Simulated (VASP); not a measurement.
Input:

```yaml
crystal:
  lattice:
    - [0.00000, 2.79779, 2.79779]
    - [2.79779, 0.00000, 2.79779]
    - [2.79779, 2.79779, 0.00000]
  atoms:
    - { symbol: Li, position: [0.25000, 0.25000, 0.25000] }
    - { symbol: Li, position: [0.75000, 0.75000, 0.75000] }
    - { symbol: S, position: [0.00000, 0.00000, 0.00000] }
```

The numbers are results of PBE GGA with D3 dispersion (zero damping), VASP's PBE PAW potentials (set 64) (plane waves; VASP 6.6.1), not measurements. Run with 520 eV cut-off, Gaussian smearing of 0.050 eV, potentials Li_sv S.

Q: Give the energies of bands 4 to 9 at the high-symmetry points, in eV from the valence-band maximum.

A: 
| band | Γ | X | U | L | W |
|---|---|---|---|---|---|
| 4 | 0.00 | -2.28 | -2.22 | -3.05 | -1.94 |
| 5 | 0.00 | -1.53 | -2.08 | -0.55 | -1.94 |
| 6 | 0.00 | -1.53 | -1.24 | -0.55 | -1.90 |
| 7 | 4.56 | 3.35 | 4.62 | 6.37 | 5.54 |
| 8 | 6.25 | 7.25 | 8.26 | 6.60 | 7.48 |
| 9 | 6.25 | 11.49 | 9.80 | 6.60 | 9.11 |

The gap is indirect, 3.35 eV, from the valence maximum at Γ to the conduction minimum at X.

The compound is Li2S in the antifluorite structure. It was relaxed first, which changed the volume by -6 %.
